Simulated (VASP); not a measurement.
Input:

```
CELL_PARAMETERS angstrom
      1.27398    -2.20659     0.00000
      1.27398     2.20659     0.00000
      0.00000     0.00000     4.64401
ATOMIC_POSITIONS crystal
  Zn 0.33333 0.66667 0.25000
  Zn 0.66667 0.33333 0.75000
```

Method: LDA (Ceperley-Alder, Perdew-Zunger), VASP's LDA PAW potentials (set 64) (plane waves; VASP). Run with 500 eV cut-off, 16×16×8 Γ-centred mesh, first-order Methfessel-Paxton smearing of 0.10 eV, potentials Zn.

Q: Estimate the energy per atom (σ→0), pressure, band gap (on the k-mesh) with the smallest direct gap where there is one.

A: 
```json
{
  "band gap (on the k-mesh)": "none (metal, semimetal or under 0.01 eV)",
  "energy per atom (σ→0)": "-1.875 eV/atom",
  "pressure": "4.88 GPa"
}
```

The absolute energy has meaning only against runs of the same code, potentials and settings.

The compound is Zn in the hcp structure. It was relaxed first under an external pressure of 5 GPa.
